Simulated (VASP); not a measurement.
Level of theory: r2SCAN+rVV10, VASP's PBE PAW potentials (set 64) (plane waves; VASP).

Input for VASP

### INCAR
```
SYSTEM = Cu
PREC = Accurate; ENCUT = 400; LREAL = .False.
LASPH = .True.
EDIFF = 1E-6; NELM = 100; ALGO = Normal
LMAXMIX = 4; LMIXTAU = .True.
ISMEAR = 1; SIGMA = 0.1
METAGGA = R2SCAN; LUSE_VDW = .True.; BPARAM = 11.95
CPARAM = 0.0093
IBRION = 2; NSW = 60; ISIF = 3
EDIFFG = -0.01
LWAVE = .False.; LCHARG = .False.
```

### KPOINTS
```
Automatic mesh
0
Gamma
16 16 16
0 0 0
```

File POSCAR:
```
Cu
1
    0.0000000000     1.8065000000     1.8065000000
    1.8065000000     0.0000000000     1.8065000000
    1.8065000000     1.8065000000     0.0000000000
Cu
1
Direct
  0.0000000000   0.0000000000   0.0000000000
```

POTCAR, in this order: Cu (PBE.64 set). Program: vasp_std.

Output of the run:

OUTCAR:
```
 ion  position               nearest neighbor table
   1  0.000  0.000  0.000-
  LATTYP: Found a face centered cubic cell.
 ALAT       =     3.6130000000
 Subroutine PRICEL returns:
 Original cell was already a primitive cell.
 Subroutine GETGRP returns: Found 48 space group operations
The static configuration has the point symmetry O_h .
The dynamic configuration has the point symmetry O_h .
 Subroutine INISYM returns: Found 48 space group operations
 Subroutine IBZKPT returns following result:
 Found    145 irreducible k-points:

 Following reciprocal coordinates:
            Coordinates               Weight
  0.000000  0.000000  0.000000      1.000000
  0.062500  0.000000  0.000000      8.000000
  0.125000  0.000000  0.000000      8.000000
  0.187500  0.000000  0.000000      8.000000
  0.250000  0.000000  0.000000      8.000000
  0.312500  0.000000  0.000000      8.000000
  0.375000  0.000000  0.000000      8.000000
  0.437500  0.000000  0.000000      8.000000
  0.500000  0.000000  0.000000      4.000000
  0.062500  0.062500  0.000000      6.000000
  0.125000  0.062500  0.000000     24.000000
  0.187500  0.062500  0.000000     24.000000
  0.250000  0.062500  0.000000     24.000000
  0.312500  0.062500  0.000000     24.000000
  0.375000  0.062500  0.000000     24.000000
  0.437500  0.062500  0.000000     24.000000
  0.500000  0.062500  0.000000     24.000000
 -0.437500  0.062500  0.000000     24.000000
 -0.375000  0.062500  0.000000     24.000000
 -0.312500  0.062500  0.000000     24.000000
 -0.250000  0.062500  0.000000     24.000000
 -0.187500  0.062500  0.000000     24.000000
 -0.125000  0.062500  0.000000     24.000000
 -0.062500  0.062500  0.000000     12.000000
  0.125000  0.125000  0.000000      6.000000
  0.187500  0.125000  0.000000     24.000000
  0.250000  0.125000  0.000000     24.000000
  0.312500  0.125000  0.000000     24.000000
  0.375000  0.125000  0.000000     24.000000
  0.437500  0.125000  0.000000     24.000000
  0.500000  0.125000  0.000000     24.000000
 -0.437500  0.125000  0.000000     24.000000
 -0.375000  0.125000  0.000000     24.000000
 -0.312500  0.125000  0.000000     24.000000
 -0.250000  0.125000  0.000000     24.000000
 -0.187500  0.125000  0.000000     24.000000
 -0.125000  0.125000  0.000000     12.000000
  0.187500  0.187500  0.000000      6.000000
  0.250000  0.187500  0.000000     24.000000
  0.312500  0.187500  0.000000     24.000000
   k-points           NKPTS =    145   k-points in BZ     NKDIM =    145   number of bands    NBANDS=      9
   number of dos      NEDOS =    301   number of ions     NIONS =      1
   total plane-waves  NPLWV =   5832
   dimension x,y,z NGX =    18 NGY =   18 NGZ =   18
   dimension x,y,z NGXF=    36 NGYF=   36 NGZF=   36
   ions per type =               1
   PREC   = accura    normal or accurate (medium, high low for compatibility)
   ISTART =      0    job   : 0-new  1-cont  2-samecut
   ICHARG =      2    charge: 1-file 2-atom 10-const
   ISPIN  =      1    spin polarized calculation?
   LNONCOLLINEAR =      F non collinear calculations
   LSORBIT =      F    spin-orbit coupling
   INIWAV =      1    electr: 0-lowe 1-rand  2-diag
   ENCUT  =  400.0 eV  29.40 Ry    5.42 a.u.   4.17  4.17  4.17*2*pi/ulx,y,z
   NELM   =    100;   NELMIN=  2; NELMDL= -5     # of ELM steps
   EDIFF  = 0.1E-05   stopping-criterion for ELM
   LREAL  =      F    real-space projection
   NLSPLINE    = F    spline interpolate recip. space projectors
   LMAXMIX     =    4 max onsite mixed and CHGCAR
   VOSKOWN=      0    Vosko Wilk Nusair interpolation
...
```

File OSZICAR:
```
       N       E                     dE             d eps       ncg     rms          rms(c)
DAV:   1     0.246287585277E+02    0.24629E+02   -0.49485E+03  2659   0.170E+03
DAV:   2    -0.127056389374E+02   -0.37334E+02   -0.35349E+02  2622   0.188E+02
DAV:   3    -0.131257628247E+02   -0.42012E+00   -0.41807E+00  3146   0.294E+01
DAV:   4    -0.131290222086E+02   -0.32594E-02   -0.32589E-02  3215   0.224E+00
DAV:   5    -0.131290674801E+02   -0.45272E-04   -0.45272E-04  3118   0.207E-01    0.796E+00
DAV:   6    -0.111940604879E+02    0.19350E+01   -0.29498E+01  2765   0.130E+02    0.594E+00
DAV:   7    -0.105398498205E+02    0.65421E+00   -0.59389E+00  2794   0.553E+01    0.465E-01
DAV:   8    -0.105399517999E+02   -0.10198E-03   -0.16123E-01  2978   0.924E+00    0.981E-01
DAV:   9    -0.105290035908E+02    0.10948E-01   -0.14768E-01  3372   0.884E+00    0.384E-02
DAV:  10    -0.105302900168E+02   -0.12864E-02   -0.21305E-03  2949   0.601E-01    0.108E-01
DAV:  11    -0.105302391594E+02    0.50857E-04   -0.41319E-04  3623   0.396E-01    0.462E-02
DAV:  12    -0.105302476831E+02   -0.85238E-05   -0.54386E-04  2919   0.484E-01    0.258E-02
DAV:  13    -0.105302481065E+02   -0.42340E-06   -0.82824E-05  2799   0.184E-01    0.949E-04
DAV:  14    -0.105302503380E+02   -0.22314E-05   -0.15618E-06  2190   0.199E-02    0.162E-03
DAV:  15    -0.105302500638E+02    0.27416E-06   -0.94247E-07  1398   0.235E-02
   1 F= -.10530250E+02 E0= -.10530201E+02  d E =-.105303E+02
       N       E                     dE             d eps       ncg     rms          rms(c)
DAV:   1    -0.117367223455E+02   -0.12065E+01   -0.22145E+01  2750   0.114E+02    0.925E+00
DAV:   2    -0.109295644422E+02    0.80716E+00   -0.20290E+01  2744   0.103E+02    0.375E+00
DAV:   3    -0.105522195146E+02    0.37734E+00   -0.33875E+00  2797   0.408E+01    0.132E+00
DAV:   4    -0.105122589241E+02    0.39961E-01   -0.20763E-01  2810   0.618E+00    0.431E-01
DAV:   5    -0.105343050568E+02   -0.22046E-01   -0.78680E-02  2753   0.475E+00    0.151E-01
DAV:   6    -0.105348431403E+02   -0.53808E-03   -0.65749E-03  2784   0.171E+00    0.306E-02
DAV:   7    -0.105348275555E+02    0.15585E-04   -0.88347E-05  2799   0.205E-01    0.553E-03
DAV:   8    -0.105348358810E+02   -0.83255E-05   -0.27635E-05  2710   0.719E-02    0.486E-03
DAV:   9    -0.105348399627E+02   -0.40818E-05   -0.49864E-06  2726   0.490E-02    0.743E-03
DAV:  10    -0.105348405154E+02   -0.55261E-06   -0.72521E-06  1721   0.586E-02
   2 F= -.10534841E+02 E0= -.10534883E+02  d E =-.459045E-02
       N       E                     dE             d eps       ncg     rms          rms(c)
DAV:   1    -0.107413715781E+02   -0.20653E+00   -0.40989E+00  2739   0.541E+01    0.359E+00
DAV:   2    -0.105854244823E+02    0.15595E+00   -0.27803E+00  2761   0.373E+01    0.129E+00
DAV:   3    -0.105451231548E+02    0.40301E-01   -0.49719E-01  2819   0.156E+01    0.633E-01
DAV:   4    -0.105390834218E+02    0.60397E-02   -0.53803E-02  3237   0.378E+00    0.229E-01
DAV:   5    -0.105401764019E+02   -0.10930E-02   -0.92920E-03  2857   0.189E+00    0.175E-02
DAV:   6    -0.105401890660E+02   -0.12664E-04   -0.47153E-05  2920   0.932E-02    0.173E-02
DAV:   7    -0.105401952696E+02   -0.62035E-05   -0.11060E-05  2730   0.640E-02    0.614E-03
DAV:   8    -0.105401961873E+02   -0.91773E-06   -0.93753E-06  2710   0.500E-02
   3 F= -.10540196E+02 E0= -.10540210E+02  d E =-.994612E-02
```

File OUTCAR:
```
------------------------ aborting loop because EDIFF is reached ----------------------------------------
  FORCE on cell =-STRESS in cart. coord.  units (eV):
  Direction    XX          YY          ZZ          XY          YZ          ZX
  --------------------------------------------------------------------------------------
  Total       -0.0040990     -0.0040990     -0.0040990      0.0000000     -0.0000000      0.0000000
  in kB       -0.5802185     -0.5802185     -0.5802185      0.0000000     -0.0000000      0.0000000
  external PRESSURE =      -0.5802185 kB  Pullay stress =       0.0000000 kB
  volume of cell :       11.32
      direct lattice vectors                 reciprocal lattice vectors
    -0.000000000  1.782061204  1.782061204    -0.280573977  0.280573977  0.280573977
     1.782061204 -0.000000000  1.782061204     0.280573977 -0.280573977  0.280573977
     1.782061204  1.782061204 -0.000000000     0.280573977  0.280573977 -0.280573977
 POSITION                                       TOTAL-FORCE (eV/Angst)
 -----------------------------------------------------------------------------------
     -0.00000      1.78206      1.78206         0.000000     -0.000000     -0.000000
 -----------------------------------------------------------------------------------
    total drift:                                0.000000      0.000000      0.000000
  FREE ENERGIE OF THE ION-ELECTRON SYSTEM (eV)
  ---------------------------------------------------
  free  energy   TOTEN  =       -10.5401961873 eV

  energy  without entropy=      -10.5402382186  energy(sigma->0) =      -10.54021020

 reached required accuracy - stopping structural energy minimisation
```
(Selected blocks of OUTCAR.)

**CONTCAR**
```
Cu
   1.00000000000000
    -0.0000000000000000    1.7820612043923727    1.7820612043923727
     1.7820612043923727   -0.0000000000000000    1.7820612043923727
     1.7820612043923727    1.7820612043923727   -0.0000000000000000
  Cu
     1
Direct
     1.0000000000000000    0.0000000000000000    0.0000000000000000
```

Energy and stress use the plane-wave basis of the starting cell.

The structure comes from a measured Cu entry (Fm-3m) of the Crystallography Open Database, whose conditions weren't checked. This run relaxes it. Symmetry was kept, so distortions that lower it aren't found.
